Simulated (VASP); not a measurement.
AgPCO, 4 atoms in the cell. The structure is orthorhombic, space group Cmmm (No. 65). Conventional cell: a = 5.385 Å, b = 5.679 Å, c = 3.738 Å, α = 90.00°, β = 90.00°, γ = 90.00°. Ag (site symmetry mmm) is surrounded by 2 P at 1.87 Å. C (site symmetry mmm) is surrounded by 2 O at 1.87 Å. P (site symmetry mmm) has 2 Ag at 1.87 Å as nearest neighbours. Around O (site symmetry mmm) lie 2 C at 1.87 Å. The cell comes from a database or a generator and needn't be the stable form of this composition. The cell isn't the ideal one: N replaced by P, lengths x 1.060, strained and moved within the space group.

| Quantity | Value |
| --- | --- |
| Program | VASP 6.6.1 |
| Task | single point |
| Functional | PBE |
| Potentials or basis | VASP PAW PBE potentials, release 64 (Ag, C, P, O) |
| Cutoff | 520 eV |
| k mesh | 12 × 12 × 12 |
| Occupations | gaussian, width 0.1 eV |
| Spin | no spin polarisation |
| Dipole correction | no |
| Further INCAR settings | ALGO = Fast; EDIFF = 1e-07; NBANDS = 21 |

Potentials or basis: VASP PAW PBE potentials, release 64 (Ag, C, P, O).

The run is started by

```bash
$ cat potpaw_PBE.64/Ag/POTCAR potpaw_PBE.64/C/POTCAR potpaw_PBE.64/P/POTCAR potpaw_PBE.64/O/POTCAR > POTCAR
$ mpirun -np 1 vasp_std > vasp.out
```

Hardware: 1 thread of Intel(R) Xeon(R) 6975P-C (Granite Rapids), with other jobs on the host.

Task: How long does it take, and how much memory?

Result: It took 2.6 min on 1 thread of Intel(R) Xeon(R) 6975P-C (Granite Rapids), with other jobs on the host, peak memory 0.47 GiB. Counts: scf iterations 18, k points 301.
